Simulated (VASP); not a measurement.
Input:

```xyz
6
Lattice="5.3830 0.0000 0.0000 -2.6915 4.6618 0.0000 0.0000 0.0000 4.3920" Properties=species:S:1:pos:R:3 pbc="T T T"
Pd     0.0000     3.1079     0.0000
Pd     2.6915     1.5539     0.0000
Pd     2.6915     0.0000     2.1960
Pd     1.3458     2.3309     2.1960
Pd    -1.3458     2.3309     2.1960
Sr     0.0000     0.0000     0.0000
```

All values below come from LDA (Ceperley-Alder, Perdew-Zunger), VASP's LDA PAW potentials (set 64) (plane waves; VASP). Run with 300 eV cut-off, 7×7×7 Γ-centred mesh, Gaussian smearing of 0.10 eV, potentials Pd Sr_sv.

At this cut-off the stress carries a Pulay error, which pulls relaxed volumes low.

### Question
Give the stress tensor in GPa (positive for a compressed cell).

### Answer

```
-5.66   0.00   0.00
 0.00  -5.66   0.00
 0.00   0.00  -7.21
```
The pressure is its mean diagonal, -6.17 GPa.

The structure comes from a measured SrPd5 entry of the Crystallography Open Database, whose conditions weren't checked. The cell was not relaxed at this level.
